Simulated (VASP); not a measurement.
Consider the following.

```
CELL_PARAMETERS angstrom
     -0.00177     6.17746     6.17828
      6.17746    -0.00177     6.17828
      3.08784     3.08784     0.00000
ATOMIC_POSITIONS crystal
  Zn 0.00086 0.00086 0.99827
  Zn 0.00232 0.49801 0.99968
  Zn 0.49801 0.00232 0.99968
  Te 0.12502 0.12502 0.24996
  Te 0.10921 0.63012 0.26067
  Te 0.63012 0.10921 0.26067
  Te 0.63616 0.63616 0.22768
  Hg 0.49830 0.49830 0.00339
```

Calculation: PBEsol GGA, VASP's PBE PAW potentials (set 64) (plane waves; VASP). Settings: 400 eV cut-off, 4×4×7 Γ-centred mesh, tetrahedra with Blöchl corrections, potentials Zn Te Hg.

The cores are frozen, which limits the accuracy of field gradients.

Problem. Give the principal components of the electric field gradient (V/Å²) and the asymmetry η at each nucleus.

Solution. 
```tsv
atom	Vxx	Vyy	Vzz	η
Zn1	3.3	1.6	-4.9	0.35
Zn2	-3.5	-2.6	6.1	0.14
Zn3	-3.5	-2.6	6.1	0.14
Te4	2.1	1.7	-3.8	0.12
Te5	-19.8	-12.2	32.0	0.24
Te6	-19.8	-12.2	32.0	0.24
Te7	14.6	10.3	-24.9	0.17
Hg8	20.7	5.7	-26.4	0.57
```

The structure was generated: HgZn3Te4 was put into an ordered model structure (Amm2), which need not be its known phase. It was relaxed first.
